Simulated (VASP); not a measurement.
Here is the system:

```yaml
crystal:
  lattice:
    - [4.71945, 0.00000, 0.00000]
    - [-2.35973, 4.08717, 0.00000]
    - [0.00000, 0.00000, 15.20022]
  atoms:
    - { symbol: In, position: [0.66667, 0.33333, 0.50000] }
    - { symbol: Sb, position: [0.33333, 0.66667, 0.50000] }
```

The numbers are results of r2SCAN meta-GGA, VASP's PBE PAW potentials (set 64) (plane waves; VASP), not measurements. Settings: 400 eV cut-off, 10×10×1 Γ-centred mesh, tetrahedra with Blöchl corrections, potentials In_d Sb.

The cell holds a wide vacuum, so values per volume refer to the whole cell.

**Question.** Give the energies of bands 7 to 12 at the high-symmetry points, in eV from the Fermi level.

**Answer.** 
```json
[
 {"band": "7", "Γ": "-1.59", "M": "-5.68", "K": "-5.79"},
 {"band": "8", "Γ": "-0.71", "M": "-1.97", "K": "-3.12"},
 {"band": "9", "Γ": "-0.71", "M": "-0.24", "K": "0.06"},
 {"band": "10", "Γ": "-0.38", "M": "1.46", "K": "2.03"},
 {"band": "11", "Γ": "3.97", "M": "2.23", "K": "4.43"},
 {"band": "12", "Γ": "3.97", "M": "6.41", "K": "5.39"}
]
```

It has no gap at this level: it comes out as a metal or semimetal.

The cell is a sheet with vacuum, built from a generated structure.
